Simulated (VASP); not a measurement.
Given:

```xyz
3
Lattice="1.9126 -3.3128 0.0000 1.9126 3.3128 0.0000 0.0000 0.0000 6.1063" Properties=species:S:1:pos:R:3 pbc="T T T"
Sn     3.8252     0.0000     0.0000
Se     1.9126     1.1043     1.5801
Se     1.9126    -1.1043     4.5262
```

Computed with rev-vdW-DF2, VASP's PBE PAW potentials (set 64) (plane waves; VASP). Numerical set-up: 520 eV cut-off, 7×7×4 Γ-centred mesh, Gaussian smearing of 0.050 eV, potentials Sn_d Se.

The ions and cell shape at fixed volume are relaxed. Which structure does the run end with?

```xyz
3
Lattice="1.9291 -3.3414 0.0000 1.9291 3.3414 0.0000 0.0000 0.0000 6.0022" Properties=species:S:1:pos:R:3 pbc="T T T"
Sn     0.0000     0.0000     0.0000
Se     1.9291     1.1138     1.5991
Se     1.9291    -1.1138     4.4031
```
Space group P-3m1 (164), at a tolerance of 0.03 Å.

How much energy does the relaxation gain?

The energy (σ→0) changes by -4.6 meV/atom, in 5 ionic steps.

The compound is SnSe2 in the 1T layered structure. This cell is one point of a volume scan, at 0.97 of the reference volume. Symmetry was kept, so distortions that lower it aren't found.
